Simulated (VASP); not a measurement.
# Be3ZnTe4 (I-42m) in VASP: settings compared

Aim: see how the results for Be3ZnTe4 move with the level of theory and the settings. Levels: r2SCAN, PBE. Tasks: single point, relaxation of cell and atoms.

Everything below comes from runs of VASP 6.6.1. Logs are shortened: lines on timing, memory, paths and dates and some standing lists are left out, and cuts for length are marked.

## (1) The crystal as given

It takes space group I-42m (No. 121, tetragonal). Conventional cell: a = 5.801 Å, b = 5.801 Å, c = 11.569 Å, α = 90.00°, β = 90.00°, γ = 90.00°. Be (site symmetry -42m) is surrounded by 4 Te at 2.45 Å. Be (site symmetry -4) is surrounded by 4 Te at 2.48 Å. Around Zn (site symmetry -42m) lie 4 Te at 2.64 Å. Around Te (site symmetry m) lie 3 Be at 2.45 to 2.48 Å and 1 Zn at 2.64 Å.

The cell was built by a generator and needn't be a form met in nature.

## (2) Single point, r2SCAN

INCAR reads:

```
ALGO     = Normal         # electronic algorithm
EDIFF    = 1E-6           # SCF threshold, eV
ENCUT    = 520            # plane-wave cutoff, eV
ISIF     = 2              # what is computed and relaxed
ISMEAR   = 0              # smearing method
KPAR     = 8            
LASPH    = T              # aspherical terms in the spheres
LCHARG   = F              # write CHGCAR
LMIXTAU  = T            
LREAL    = F              # projectors in reciprocal space
LWAVE    = F              # write WAVECAR
METAGGA  = R2SCAN         # meta-GGA
NELM     = 150            # most SCF steps
PREC     = Accurate       # precision mode
SIGMA    = 0.03           # smearing width, eV
```

KPOINTS reads:

```
k-points
0
Gamma
  6 6 6
```

POSCAR reads:

```
Be3ZnTe4                                
1.0
   -2.9004184653      2.9004184653      5.7844796317
    2.9004184653     -2.9004184653      5.7844796317
    2.9004184653      2.9004184653     -5.7844796317
  Be              Zn              Te            
     3     1     4
Direct
     0.5000000000000000    0.5000000000000000    0.0000000000000000
     0.7500000000000000    0.2500000000000000    0.5000000000000000
     0.2500000000000000    0.7500000000000000    0.5000000000000000
     0.0000000000000000    0.0000000000000000    0.0000000000000000
     0.1336518799093724    0.1336518799093724    0.5282341126009342
     0.6054177773084390    0.6054177773084390    0.4717658873990658
     0.8663481200906276    0.3945822226915610    0.0000000000000000
     0.3945822226915610    0.8663481200906276    0.0000000000000000
```

Potentials or basis: VASP PAW PBE potentials, release 64 (Be, Zn, Te).

Command:

```
$ cat potpaw_PBE.64/Be/POTCAR potpaw_PBE.64/Zn/POTCAR potpaw_PBE.64/Te/POTCAR > POTCAR
$ mpirun -np 8 vasp_std > vasp.out
```

OUTCAR:

```text
EDIFF = 1E-6
   ENCUT = 520
   ISIF = 2
   ISMEAR = 0
   LASPH = T
   LREAL = F
   METAGGA = R2SCAN
   NELM = 150
   PREC = Accurate

 ion  position               nearest neighbor table
   1  0.500  0.500  0.000-   6 2.45   7 2.45   8 2.45   5 2.45
   2  0.750  0.250  0.500-   5 2.48   7 2.48   8 2.48   6 2.48
   3  0.250  0.750  0.500-   5 2.48   8 2.48   7 2.48   6 2.48
   4  0.000  0.000  0.000-   7 2.64   8 2.64   6 2.64   5 2.64
   5  0.134  0.134  0.528-   1 2.45   2 2.48   3 2.48   4 2.64
   6  0.605  0.605  0.472-   1 2.45   2 2.48   3 2.48   4 2.64
   7  0.866  0.395  0.000-   1 2.45   3 2.48   2 2.48   4 2.64
   8  0.395  0.866  0.000-   1 2.45   2 2.48   3 2.48   4 2.64

  LATTYP: Found a body centered tetragonal cell.
 ALAT       =     5.8008369306
 C/A-ratio  =     1.9943603659

  Lattice vectors:

 A1 = (  -2.9004184653,   2.9004184653,   5.7844796317)
 A2 = (   2.9004184653,  -2.9004184653,   5.7844796317)
 A3 = (   2.9004184653,   2.9004184653,  -5.7844796317)

Analysis of symmetry for initial positions (statically):
=====================================================================
 Subroutine PRICEL returns:
 Original cell was already a primitive cell.

 Routine SETGRP: Setting up the symmetry group for a
 body centered tetragonal supercell.

 Subroutine GETGRP returns: Found  8 space group operations
 (whereof  8 operations were pure point group operations)
 out of a pool of 16 trial point group operations.

The static configuration has the point symmetry D_2d.

Analysis of symmetry for dynamics (positions and initial velocities):
=====================================================================
 Subroutine PRICEL returns:
 Original cell was already a primitive cell.

 Routine SETGRP: Setting up the symmetry group for a
 body centered tetragonal supercell.

 Subroutine GETGRP returns: Found  8 space group operations
 (whereof  8 operations were pure point group operations)
 out of a pool of 16 trial point group operations.

The dynamic configuration has the point symmetry D_2d.

 Subroutine INISYM returns: Found  8 space group operations
 (whereof  8 operations are pure point group operations),
 and found     1 'primitive' translations

----------------------------------------------------------------------------------------

                                     Primitive cell

  volume of cell :     194.6461

  direct lattice vectors                    reciprocal lattice vectors
    -2.900418465  2.900418465  5.784479632     0.000000000  0.172388918  0.086438199
     2.900418465 -2.900418465  5.784479632     0.172388918  0.000000000  0.086438199
     2.900418465  2.900418465 -5.784479632     0.172388918  0.172388918  0.000000000

  length of vectors
     7.091195890  7.091195890  7.091195890     0.192845796  0.192845796  0.243794745

  position of ions in fractional coordinates (direct lattice)
     0.500000000  0.500000000  0.000000000
     0.750000000  0.250000000  0.500000000
     0.250000000  0.750000000  0.500000000
     0.000000000  0.000000000  0.000000000
     0.133651880  0.133651880  0.528234113
     0.605417777  0.605417777  0.471765887
     0.866348120  0.394582223  0.000000000
     0.394582223  0.866348120  0.000000000

  ion indices of the primitive-cell ions
   primitive index   ion index
                 1           1
                 2           2
                 3           3
                 4           4
                 5           5
                 6           6
                 7           7
                 8           8

----------------------------------------------------------------------------------------

 KPOINTS: k-points

Automatic generation of k-mesh.
 Grid dimensions read from file:
 generate k-points for:    6    6    6

 Generating k-lattice:

  Cartesian coordinates                     Fractional coordinates (reciprocal lattice)
     0.000000000  0.028731486  0.014406366     0.166666667  0.000000000  0.000000000
     0.028731486  0.000000000  0.014406366     0.000000000  0.166666667  0.000000000
     0.028731486  0.028731486  0.000000000     0.000000000  0.000000000  0.166666667

  Length of vectors
     0.032140966  0.032140966  0.040632458

  Shift w.r.t. Gamma in fractional coordinates (k-lattice)
     0.000000000  0.000000000  0.000000000

 Subroutine IBZKPT returns following result:
 ===========================================

 Found     30 irreducible k-points:

 Following reciprocal coordinates:
            Coordinates               Weight
  0.000000  0.000000  0.000000      1.000000
  0.166667  0.000000 -0.000000      8.000000
  0.333333 -0.000000  0.000000      8.000000
  0.500000 -0.000000  0.000000      4.000000
  0.166667  0.166667  0.000000      8.000000
  0.333333  0.166667  0.000000     16.000000
[... 16 lines left out ...]
 -0.333333 -0.333333  0.166667      8.000000
 -0.166667 -0.333333  0.166667      8.000000
 [... further k-points ...]
[... 77 lines left out ...]
      1      -8.3346      2.00000
      2      -6.6361      2.00000
      3      -6.6042      2.00000
      4      -6.6042      2.00000
      5      -2.7323      2.00000
      6      -2.7215      2.00000
[... 18 lines left out ...]
     25       8.3172      0.00000
     26       8.3255      0.00000

 k-point     2 :       0.1667    0.0000   -0.0000
  band No.  band energies     occupation
      1      -8.2304      2.00000
      2      -6.7215      2.00000
      3      -6.6624      2.00000
      4      -6.6453      2.00000
      5      -2.7457      2.00000
      6      -2.7252      2.00000
[... 18 lines left out ...]
     25       8.2380      0.00000
     26       8.4537      0.00000

 k-point     3 :       0.3333   -0.0000    0.0000
  band No.  band energies     occupation
      1      -7.9350      2.00000
      2      -7.0369      2.00000
      3      -6.7458      2.00000
      4      -6.7112      2.00000
      5      -2.7815      2.00000
      6      -2.7474      2.00000
[... 18 lines left out ...]
     25       8.4627      0.00000
     26       8.6169      0.00000

 k-point     4 :       0.5000   -0.0000    0.0000
  band No.  band energies     occupation
      1      -7.5618      2.00000
      2      -7.4321      2.00000
      3      -6.7802      2.00000
      4      -6.7427      2.00000
      5      -2.8084      2.00000
      6      -2.7452      2.00000
[... 18 lines left out ...]
     25       8.5459      0.00000
     26       9.0401      0.00000

 k-point     5 :       0.1667    0.1667    0.0000
  band No.  band energies     occupation
      1      -8.0906      2.00000
      2      -6.8002      2.00000
      3      -6.7419      2.00000
      4      -6.7198      2.00000
      5      -2.7641      2.00000
      6      -2.7374      2.00000
[... 18 lines left out ...]
     25       7.9083      0.00000
     26       8.3833      0.00000

 k-point     6 :       0.3333    0.1667    0.0000
  band No.  band energies     occupation
      1      -7.7789      2.00000
      2      -7.0761      2.00000
      3      -6.8585      2.00000
      4      -6.7648      2.00000
      5      -2.7888      2.00000
      6      -2.7549      2.00000
[... 427 lines left out ...]
 k-point    21 :      -0.3333    0.5000    0.1667
  band No.  band energies     occupation
      1      -7.5323      2.00000
      2      -7.2204      2.00000
      3      -7.0749      2.00000
      4      -6.7298      2.00000
      5      -2.7954      2.00000
      6      -2.7803      2.00000
[... 18 lines left out ...]
     25       8.2168      0.00000
     26       8.5889      0.00000

 k-point    22 :      -0.1667    0.5000    0.1667
  band No.  band energies     occupation
      1      -7.7264      2.00000
      2      -7.1648      2.00000
      3      -6.9938      2.00000
      4      -6.6410      2.00000
      5      -2.7994      2.00000
      6      -2.7765      2.00000
[... 18 lines left out ...]
     25       8.4251      0.00000
     26       8.6444      0.00000

 k-point    23 :      -0.3333   -0.3333    0.1667
  band No.  band energies     occupation
      1      -7.8660      2.00000
      2      -7.1103      2.00000
      3      -6.7594      2.00000
      4      -6.7572      2.00000
      5      -2.7943      2.00000
      6      -2.7590      2.00000
[... 18 lines left out ...]
     25       7.8386      0.00000
     26       8.4159      0.00000

 k-point    24 :      -0.1667   -0.3333    0.1667
  band No.  band energies     occupation
      1      -8.0705      2.00000
      2      -6.9484      2.00000
      3      -6.7446      2.00000
      4      -6.6307      2.00000
      5      -2.7874      2.00000
      6      -2.7466      2.00000
[... 18 lines left out ...]
     25       7.7962      0.00000
     26       8.3270      0.00000

 [... further k-points ...]
[... 5 lines left out ...]
  --------------------------------------------------------------------------------------
  -------------------------------------------------------------------------------------
  Total       -0.7416251     -0.7416251     -0.7632038      0.0000000      0.0000000      0.0000000
  in kB       -6.1044904     -6.1044904     -6.2821095      0.0000000      0.0000000      0.0000000
  external PRESSURE =      -6.1636968 kB  Pullay stress =       0.0000000 kB

 VOLUME and BASIS-vectors are now :
 -----------------------------------------------------------------------------
  energy-cutoff  :      520.00
  volume of cell :      194.65
      direct lattice vectors                 reciprocal lattice vectors
    -2.900418465  2.900418465  5.784479632     0.000000000  0.172388918  0.086438199
     2.900418465 -2.900418465  5.784479632     0.172388918  0.000000000  0.086438199
     2.900418465  2.900418465 -5.784479632     0.172388918  0.172388918  0.000000000

 POSITION                                       TOTAL-FORCE (eV/Angst)
 -----------------------------------------------------------------------------------
      0.00000      0.00000      5.78448        -0.000000      0.000000     -0.000000
     -0.00000      2.90042      2.89224        -0.000000     -0.000000     -0.000000
      2.90042     -0.00000      2.89224        -0.000000     -0.000000     -0.000000
      0.00000      0.00000      0.00000        -0.000000      0.000000     -0.000000
      1.53210      1.53210     -1.50935        -0.080098     -0.080098      0.075586
      1.36832      1.36832      4.27513         0.080098      0.080098      0.075586
     -1.36832      1.36832      7.29383        -0.080098      0.080098     -0.075586
      1.36832     -1.36832      7.29383         0.080098     -0.080098     -0.075586
 -----------------------------------------------------------------------------------
    total drift:                                0.000196      0.000196      0.000241

  FREE ENERGIE OF THE ION-ELECTRON SYSTEM (eV)
  ---------------------------------------------------
  free  energy   TOTEN  =      -127.4245428494 eV

  energy  without entropy=     -127.4245428494  energy(sigma->0) =     -127.42454285
```

Run time: 1.9 min. Hardware: 8 MPI ranks of Intel Xeon 6975P-C (Granite Rapids), shared host; peak memory 0.54 GiB.

What came out:

```yaml
Free_energy: -127.4245 eV
Pressure: -0.6 GPa
Largest_force: 0.136 eV/Å
Band_gap_on_the_k_mesh: 2.34 eV, indirect (least direct gap 2.45 eV)
```

Forces on the atoms (eV/Å):
```
Be   0.000  0.000  0.000
Be   0.000  0.000  0.000
Be   0.000  0.000  0.000
Zn   0.000  0.000  0.000
Te  -0.080 -0.080  0.076
Te   0.080  0.080  0.076
Te  -0.080  0.080 -0.076
Te   0.080 -0.080 -0.076
```

Caveat: the PAW data sets were made with another functional, which shifts forces and pressure a little; spin-orbit coupling is left out, which moves the levels of the heavy elements.

## (3) Relaxation of cell and atoms, PBE

This run uses another cell than the first one, of 24.40 Å³/atom, 1.003 times its volume.

INCAR reads:

```
SYSTEM = Be3ZnTe4
  PREC = Accurate
  ENCUT = 520
  EDIFF = 1E-6
  ISMEAR = 0
  SIGMA = 0.03
  LREAL = .FALSE.
  LASPH = .TRUE.
  NELM = 120
  ALGO = Normal
  ISIF = 3
  LWAVE = .FALSE.
  LCHARG = .FALSE.
  GGA = PE
  IBRION = 2
  NSW = 90
  EDIFFG = -0.01
  KPAR = 8
```

KPOINTS reads:

```
regular mesh
0
G
  4 4 4
  0 0 0
```

POSCAR reads:

```
Be3ZnTe4
1.0
    5.8010000000      0.0000000000      0.0000000000
    0.0000000000      5.8010000000      0.0000000000
    0.0000000000      0.0000000000      5.8010000000
Be Zn Te
3 1 4
Direct
    0.5000000000      0.0000000000      0.5000000000
    0.0000000000      0.5000000000      0.5000000000
    0.5000000000      0.5000000000      0.0000000000
    0.0000000000      0.0000000000      0.0000000000
    0.7394702100      0.7394702100      0.2605297900
    0.7394702100      0.2605297900      0.7394702100
    0.2605297900      0.7394702100      0.7394702100
    0.2605297900      0.2605297900      0.2605297900
```

Potentials or basis: VASP PAW PBE potentials, release 64 (Be, Zn, Te).

Command:

```
$ cat potpaw_PBE.64/Be/POTCAR potpaw_PBE.64/Zn/POTCAR potpaw_PBE.64/Te/POTCAR > POTCAR
$ mpirun -np 8 vasp_std > vasp.out
```

It took 17 s on 8 MPI ranks of Intel Xeon 6975P-C (Granite Rapids), shared host; peak memory 0.36 GiB.

The run converged. Its results:

```yaml
Free_energy: -27.8963 eV
Relaxed_volume: 24.39 Å³/atom
Relaxed_cell: a = 5.800 Å, b = 5.800 Å, c = 5.800 Å, α = 90.00°, β = 90.00°, γ = 90.00°
Space_group_after_relaxing_to_0.05_Å: P-43m (No. 215)
Energy_gained_by_relaxing: 0.0 meV/atom
Ionic_steps: 2
Pressure_after_relaxing: 0.0 GPa
Largest_force_after_relaxing: 0.008 eV/Å
Band_gap_on_the_k_mesh: 1.87 eV, direct
```

Forces in eV/Å, atoms in the order of the input:
```
Be   0.000  0.000  0.000
Be   0.000  0.000  0.000
Be   0.000  0.000  0.000
Zn   0.000  0.000  0.000
Te  -0.004 -0.004  0.004
Te  -0.004  0.004 -0.004
Te   0.004 -0.004 -0.004
Te   0.004  0.004  0.004
```

Final structure:
```xyz
8
Lattice="5.7999 0.0000 0.0000 0.0000 5.7999 0.0000 0.0000 0.0000 5.7999" Properties=species:S:1:pos:R:3 pbc="T T T"
Be    2.9000    5.7999    2.9000
Be    0.0000    2.9000    2.9000
Be    2.9000    2.9000    5.7999
Zn    0.0000    0.0000    0.0000
Te    4.2884    4.2884    1.5115
Te    4.2884    1.5115    4.2884
Te    1.5115    4.2884    4.2884
Te    1.5115    1.5115    1.5115
```

Levels at points of the mesh, in eV from the valence-band top:
| k point | band 19 | band 20 | band 21 | band 22 | band 23 | band 24 |
| --- | --- | --- | --- | --- | --- | --- |
| (0.00, 0.00, 0.00) | 0.00 | 0.00 | 0.00 | 1.87 | 2.11 | 2.11 |
| (0.50, 0.00, 0.00) | -1.73 | -1.26 | -1.26 | 2.47 | 2.87 | 3.92 |
| (0.50, 0.50, 0.00) | -1.11 | -0.89 | -0.89 | 3.40 | 3.47 | 3.47 |
| (0.50, 0.50, 0.50) | -0.71 | -0.71 | -0.71 | 2.08 | 2.75 | 2.75 |

Caveat: spin-orbit coupling is left out, which moves the levels of the heavy elements. A k mesh can miss the band edges.

## (4) Relaxation of cell and atoms, PBE

This run uses another cell than the first one, of 24.39 Å³/atom, 1.002 times its volume.

INCAR: that of step 3 with these lines changed.

```diff
@@ -3,3 +3,3 @@
   ENCUT = 520
-  EDIFF = 1E-6
+  EDIFF = 1E-7
   ISMEAR = 0
@@ -15,4 +15,5 @@
   IBRION = 2
-  NSW = 90
-  EDIFFG = -0.01
+  NSW = 60
+  EDIFFG = -0.005
+  POTIM = 0.3
   KPAR = 8
```

KPOINTS is that of step 3.

POSCAR reads:

```
Be3ZnTe4                                
1.0
    5.7999164926     -0.0000000000     -0.0000000000
   -0.0000000000      5.7999164926      0.0000000000
    0.0000000000      0.0000000000      5.7999164926
  Be              Zn              Te            
     3     1     4
Direct
     0.5000000000000000    1.0000000000000000    0.5000000000000000
     0.0000000000000000    0.5000000000000000    0.5000000000000000
     0.5000000000000000    0.5000000000000000    1.0000000000000000
     0.0000000000000000    0.0000000000000000    0.0000000000000000
     0.7393888227730782    0.7393888227730782    0.2606111772269218
     0.7393888227730782    0.2606111772269218    0.7393888227730782
     0.2606111772269218    0.7393888227730782    0.7393888227730782
     0.2606111772269218    0.2606111772269218    0.2606111772269218
```

Command:

```
$ cat potpaw_PBE.64/Be/POTCAR potpaw_PBE.64/Zn/POTCAR potpaw_PBE.64/Te/POTCAR > POTCAR
$ mpirun -np 8 vasp_std > vasp.out
```

It took 19 s on 8 MPI ranks of Intel Xeon 6975P-C (Granite Rapids), shared host; peak memory 0.36 GiB.

It converged, with:

- Free energy: -27.8963 eV
- Relaxed volume: 24.39 Å³/atom
- Relaxed cell: a = 5.800 Å, b = 5.800 Å, c = 5.800 Å, α = 90.00°, β = 90.00°, γ = 90.00°
- Space group after relaxing (to 0.05 Å): P-43m (No. 215)
- Energy gained by relaxing: 0.0 meV/atom
- Ionic steps: 2
- Pressure after relaxing: 0.0 GPa
- Largest force after relaxing: 0.005 eV/Å
- Band gap on the k mesh: 1.87 eV, direct

Forces on the atoms (eV/Å):
```
Be   0.000  0.000  0.000
Be   0.000  0.000  0.000
Be   0.000  0.000  0.000
Zn   0.000  0.000  0.000
Te  -0.003 -0.003  0.003
Te  -0.003  0.003 -0.003
Te   0.003 -0.003 -0.003
Te   0.003  0.003  0.003
```

Final structure:
```xyz
8
Lattice="5.8001 0.0000 0.0000 0.0000 5.8001 0.0000 0.0000 0.0000 5.8001" Properties=species:S:1:pos:R:3 pbc="T T T"
Be    2.9001    5.8001    2.9001
Be    0.0000    2.9001    2.9001
Be    2.9001    2.9001    0.0000
Zn    0.0000    5.8001    0.0000
Te    4.2884    4.2884    1.5117
Te    4.2884    1.5117    4.2884
Te    1.5117    4.2884    4.2884
Te    1.5117    1.5117    1.5117
```

Levels at points of the mesh, in eV from the valence-band top:
```
           k point  band 19  band 20  band 21  band 22  band 23  band 24
(0.00, 0.00, 0.00)     0.00     0.00     0.00     1.87     2.11     2.11
(0.50, 0.00, 0.00)    -1.73    -1.26    -1.26     2.47     2.87     3.92
(0.50, 0.50, 0.00)    -1.11    -0.89    -0.89     3.40     3.47     3.47
(0.50, 0.50, 0.50)    -0.71    -0.71    -0.71     2.08     2.75     2.75
```

Caveat: spin-orbit coupling is left out, which moves the levels of the heavy elements. A k mesh can miss the band edges.
